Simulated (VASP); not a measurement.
OSZICAR of a VASP run on Lu (hcp):

**OSZICAR**
```
       N       E                     dE             d eps       ncg     rms          rms(c)
DAV:   1     0.500090086943E+02    0.50009E+02   -0.87887E+03  2904   0.150E+03
DAV:   2    -0.193776941401E+01   -0.51947E+02   -0.50200E+02  2868   0.728E+02
DAV:   3    -0.428642800510E+01   -0.23487E+01   -0.22525E+01  3028   0.644E+01
DAV:   4    -0.440413129271E+01   -0.11770E+00   -0.11146E+00  3069   0.996E+00
DAV:   5    -0.440816815733E+01   -0.40369E-02   -0.40441E-02  2863   0.177E+00    0.247E+01
DAV:   6    -0.440793920754E+01    0.22895E-03   -0.30573E-02  2791   0.392E+00    0.147E+01
DAV:   7    -0.441780033103E+01   -0.98611E-02   -0.59456E-02  2705   0.548E+00    0.354E-01
DAV:   8    -0.441786433412E+01   -0.64003E-04   -0.41128E-03  2713   0.991E-01    0.667E-02
DAV:   9    -0.441789495179E+01   -0.30618E-04   -0.19310E-04  2928   0.211E-01    0.303E-02
DAV:  10    -0.441789426008E+01    0.69171E-06   -0.22490E-05  2824   0.734E-02    0.397E-02
DAV:  11    -0.441789471240E+01   -0.45232E-06   -0.15124E-06  1835   0.206E-02
   1 F= -.44178947E+01 E0= -.44189993E+01  d E =-.441789E+01
       N       E                     dE             d eps       ncg     rms          rms(c)
DAV:   1    -0.458853783470E+01   -0.17064E+00   -0.54077E+00  1824   0.704E+01    0.278E+00
DAV:   2    -0.449589522659E+01    0.92643E-01   -0.40544E-01  2565   0.106E+01    0.123E+00
DAV:   3    -0.443614954262E+01    0.59746E-01   -0.96754E-02  2526   0.710E+00    0.438E-01
DAV:   4    -0.443513226334E+01    0.10173E-02   -0.97787E-03  2672   0.174E+00    0.304E-01
DAV:   5    -0.443522937451E+01   -0.97111E-04   -0.87090E-04  2834   0.554E-01    0.258E-02
DAV:   6    -0.443521408498E+01    0.15290E-04   -0.70733E-05  2832   0.165E-01    0.101E-02
DAV:   7    -0.443520951467E+01    0.45703E-05   -0.62173E-06  2467   0.352E-02    0.218E-03
DAV:   8    -0.443520923668E+01    0.27799E-06   -0.36999E-07  1402   0.149E-02
   2 F= -.44352092E+01 E0= -.44360594E+01  d E =-.173145E-01
       N       E                     dE             d eps       ncg     rms          rms(c)
DAV:   1    -0.443958957441E+01   -0.43801E-02   -0.12796E-01  1834   0.107E+01    0.443E-01
DAV:   2    -0.443734578497E+01    0.22438E-02   -0.98538E-03  2471   0.163E+00    0.191E-01
DAV:   3    -0.443591171838E+01    0.14341E-02   -0.22428E-03  2552   0.109E+00    0.660E-02
DAV:   4    -0.443586761056E+01    0.44108E-04   -0.26900E-04  2624   0.305E-01    0.448E-02
DAV:   5    -0.443587042194E+01   -0.28114E-05   -0.22429E-05  2849   0.878E-02    0.433E-03
DAV:   6    -0.443587013367E+01    0.28827E-06   -0.93404E-07  1252   0.270E-02
   3 F= -.44358701E+01 E0= -.44368221E+01  d E =-.179754E-01
       N       E                     dE             d eps       ncg     rms          rms(c)
DAV:   1    -0.443590974274E+01   -0.39321E-04   -0.14678E-03  1874   0.116E+00    0.485E-02
DAV:   2    -0.443588327723E+01    0.26466E-04   -0.11120E-04  2446   0.173E-01    0.207E-02
DAV:   3    -0.443586689404E+01    0.16383E-04   -0.25951E-05  2549   0.117E-01    0.699E-03
DAV:   4    -0.443586628401E+01    0.61002E-06   -0.22335E-06  1381   0.333E-02
   4 F= -.44358663E+01 E0= -.44368282E+01  d E =-.179716E-01
       N       E                     dE             d eps       ncg     rms          rms(c)
DAV:   1    -0.443760593963E+01   -0.17390E-02   -0.55874E-02  2506   0.378E+00    0.209E-01
DAV:   2    -0.443679250527E+01    0.81343E-03   -0.18600E-03  2799   0.734E-01    0.104E-01
DAV:   3    -0.443637424759E+01    0.41826E-03   -0.46650E-04  3174   0.346E-01    0.482E-02
DAV:   4    -0.443636756362E+01    0.66840E-05   -0.67369E-05  2835   0.883E-02    0.263E-02
DAV:   5    -0.443636722462E+01    0.33900E-06   -0.18818E-06  1465   0.324E-02
   5 F= -.44363672E+01 E0= -.44371964E+01  d E =-.500941E-03
       N       E                     dE             d eps       ncg     rms          rms(c)
DAV:   1    -0.443665412003E+01   -0.28656E-03   -0.10994E-02  2506   0.168E+00    0.921E-02
DAV:   2    -0.443649611915E+01    0.15800E-03   -0.36423E-04  2799   0.329E-01    0.465E-02
DAV:   3    -0.443641575169E+01    0.80367E-04   -0.91607E-05  3190   0.152E-01    0.224E-02
DAV:   4    -0.443641444197E+01    0.13097E-05   -0.12067E-05  2486   0.380E-02    0.119E-02
DAV:   5    -0.443641439741E+01    0.44555E-07   -0.10421E-06  1327   0.151E-02
   6 F= -.44364144E+01 E0= -.44371791E+01  d E =-.548113E-03
       N       E                     dE             d eps       ncg     rms          rms(c)
DAV:   1    -0.443641561108E+01   -0.11691E-05   -0.46796E-05  2526   0.112E-01    0.601E-03
DAV:   2    -0.443641487329E+01    0.73779E-06   -0.85004E-07   957   0.211E-02
   7 F= -.44364149E+01 E0= -.44371831E+01  d E =-.548589E-03
       N       E                     dE             d eps       ncg     rms          rms(c)
DAV:   1    -0.443645478997E+01   -0.39179E-04   -0.23582E-03  2511   0.781E-01    0.424E-02
DAV:   2    -0.443642037747E+01    0.34412E-04   -0.79229E-05  2789   0.152E-01    0.221E-02
DAV:   3    -0.443640272582E+01    0.17652E-04   -0.19396E-05  3062   0.704E-02    0.109E-02
DAV:   4    -0.443640234329E+01    0.38253E-06   -0.22322E-06  1131   0.199E-02
   8 F= -.44364023E+01 E0= -.44372014E+01  d E =-.536059E-03
       N       E                     dE             d eps       ncg     rms          rms(c)
DAV:   1    -0.443643858756E+01   -0.35862E-04   -0.11338E-03  2501   0.535E-01    0.294E-02
DAV:   2    -0.443642190563E+01    0.16682E-04   -0.38863E-05  2776   0.106E-01    0.150E-02
DAV:   3    -0.443641321970E+01    0.86859E-05   -0.82470E-06  2565   0.496E-02    0.696E-03
DAV:   4    -0.443641301296E+01    0.20674E-06   -0.10885E-06   940   0.229E-02
   9 F= -.44364130E+01 E0= -.44371917E+01  d E =-.546729E-03
       N       E                     dE             d eps       ncg     rms          rms(c)
DAV:   1    -0.443641546441E+01   -0.22447E-05   -0.64337E-05  2516   0.135E-01    0.739E-03
DAV:   2    -0.443641450233E+01    0.96208E-06   -0.11498E-06   968   0.245E-02
  10 F= -.44364145E+01 E0= -.44371888E+01  d E =-.548218E-03
       N       E                     dE             d eps       ncg     rms          rms(c)
DAV:   1    -0.443649932172E+01   -0.83857E-04   -0.26391E-03  1861   0.151E+00    0.625E-02
DAV:   2    -0.443645561322E+01    0.43709E-04   -0.19623E-04  2488   0.228E-01    0.274E-02
DAV:   3    -0.443642703460E+01    0.28579E-04   -0.42973E-05  2501   0.152E-01    0.101E-02
DAV:   4    -0.443642602006E+01    0.10145E-05   -0.55693E-06  2369   0.452E-02    0.663E-03
DAV:   5    -0.443642620416E+01   -0.18410E-06   -0.27219E-07   881   0.145E-02
  11 F= -.44364262E+01 E0= -.44371809E+01  d E =-.117018E-04
```

**Question.** Which electronic solver shows in the log?

**Answer.** It is blocked Davidson (ALGO = Normal, or the opening steps of other solvers). The INCAR had ALGO = Normal.

**Question.** Can the final energy be trusted as converged?

**Answer.** Self-consistency was reached. It stopped with EDIFF = 1E-6, NELM = 100, NSW = 60 and EDIFFG = -0.01 after 11 ionic steps (rev-vdW-DF2, plane waves, VASP's PBE PAW potentials (set 64)). Energy and stress use the plane-wave basis of the starting cell.

The compound is Lu in the hcp structure. This run relaxes it. Symmetry was kept, so distortions that lower it aren't found.
